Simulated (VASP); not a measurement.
Output of a VASP run:

File OSZICAR:
```
       N       E                     dE             d eps       ncg     rms          rms(c)
DAV:   1     0.387431765239E+02    0.38743E+02   -0.77629E+03  1464   0.101E+03
DAV:   2    -0.648750437978E+01   -0.45231E+02   -0.44375E+02  1486   0.263E+02
DAV:   3    -0.896222684482E+01   -0.24747E+01   -0.23047E+01  2041   0.347E+01
DAV:   4    -0.904788051122E+01   -0.85654E-01   -0.84230E-01  1872   0.735E+00
DAV:   5    -0.905162939451E+01   -0.37489E-02   -0.37468E-02  2194   0.100E+00    0.231E+01
DAV:   6    -0.904643003178E+01    0.51994E-02   -0.52087E-02  2169   0.206E+00    0.115E+01
DAV:   7    -0.905390246247E+01   -0.74724E-02   -0.26781E-02  2212   0.153E+00    0.185E-01
DAV:   8    -0.905338777024E+01    0.51469E-03   -0.26426E-03  1996   0.420E-01    0.236E-02
DAV:   9    -0.905339185924E+01   -0.40890E-05   -0.70028E-05  1911   0.830E-02    0.177E-02
DAV:  10    -0.905339055839E+01    0.13008E-05   -0.52432E-06  1933   0.214E-02    0.117E-02
DAV:  11    -0.905339071980E+01   -0.16141E-06   -0.50495E-07  1038   0.580E-03
   1 F= -.90533907E+01 E0= -.90544968E+01  d E =0.331826E-02
```

**OUTCAR**
```
------------------------ aborting loop because EDIFF is reached ----------------------------------------
  FORCE on cell =-STRESS in cart. coord.  units (eV):
  Direction    XX          YY          ZZ          XY          YZ          ZX
  --------------------------------------------------------------------------------------
  Total       -0.5940723     -0.5940724     -1.1035369      0.0000000     -0.0000000      0.0000000
  in kB      -14.2226785    -14.2226801    -26.4197625      0.0000000     -0.0000000      0.0000000
  external PRESSURE =     -18.2883737 kB  Pullay stress =       0.0000000 kB
  volume of cell :       66.92
      direct lattice vectors                 reciprocal lattice vectors
     1.830900000 -3.171212000  0.000000000     0.273089737 -0.157668425  0.000000000
     1.830900000  3.171212000  0.000000000     0.273089737  0.157668425  0.000000000
     0.000000000  0.000000000  5.763000000     0.000000000  0.000000000  0.173520736
 POSITION                                       TOTAL-FORCE (eV/Angst)
 -----------------------------------------------------------------------------------
      1.83090      1.05707      1.44075        -0.000000      0.000000      0.000000
      1.83090     -1.05707      4.32225         0.000000     -0.000000      0.000000
 -----------------------------------------------------------------------------------
    total drift:                               -0.000004      0.000106     -0.000011
  FREE ENERGIE OF THE ION-ELECTRON SYSTEM (eV)
  ---------------------------------------------------
  free  energy   TOTEN  =        -9.0533907198 eV

  energy  without entropy=       -9.0567089754  energy(sigma->0) =       -9.05449680
```
(Selected blocks of OUTCAR.)

File POSCAR:
```
Dy
1
    1.8309000000    -3.1712120000     0.0000000000
    1.8309000000     3.1712120000     0.0000000000
    0.0000000000     0.0000000000     5.7630000000
Dy
2
Direct
  0.3333330000   0.6666670000   0.2500000000
  0.6666670000   0.3333330000   0.7500000000
```

Problem. Write an INCAR and KPOINTS that could have produced this output.

Solution. Several could match; the one computed here: the input of the run itself, PBE GGA, plane waves, VASP's PBE PAW potentials (set 64).

**KPOINTS**
```
Regular mesh
0
G
  10 10 6
```

INCAR:
```
ALGO = Normal
AMIX = 0.6
BMIX = 1.0
EDIFF = 1E-6
ENCUT = 400
GGA = PE
IMIX = 4
ISIF = 2
ISMEAR = 1
LASPH = .True.
LCHARG = .False.
LMAXMIX = 6
LREAL = .False.
LWAVE = .False.
NELM = 100
PREC = Accurate
SIGMA = 0.1
SYSTEM = Dy
```

POTCAR, in this order: Dy_3 (PBE.64 set). Program: vasp_std.

The 4f electrons are frozen in the core of the lanthanide potential, so 4f levels, which can set the real gap, and their magnetism are missing.

The compound is Dy in the hcp structure. The cell was not relaxed at this level. The run is one of a series of settings (AMIX = 0.6, BMIX = 1.0, IMIX = 4 against the base run), some of them coarse on purpose.
